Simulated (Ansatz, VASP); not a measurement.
## SiF in VASP and in Ansatz

```
Si F
1.0
     1.33860    0.77284    3.89831
    -1.33860    0.77284    3.89831
     0.00000   -1.54568    3.89831
Si F
1 1
Direct
  0.50000 0.50000 0.50000
  0.00000 0.00000 0.00000
```

The cell was built by a generator and needn't be a form met in nature.

Alike in both runs: functional PBE; k mesh 12 × 12 × 12; occupations fermi-dirac, width 0.05 eV; no spin polarisation.

```csv
,VASP,Ansatz
version,VASP 6.6.1,Ansatz 0.2.0
potentials or method,"VASP PAW PBE potentials, release 64 (Si, F)",Ansatz PAW earlier set
plane-wave cutoff (eV),520,1050
valence electrons in the cell,11,11
task,single point,band structure
```

```csv
,VASP,Ansatz,Ansatz less VASP
gap on the k mesh at the Fermi level (eV),none,none,-
pressure (GPa),0.0,0.2,+0.22
largest component of the traceless stress (GPa),0.37,0.45,+0.076
```

A gap of «none» marks a metal or a gap that the smearing closes.

Caveats: an odd number of electrons without spin polarisation forces a metal; a magnetic or distorted state may lie lower.
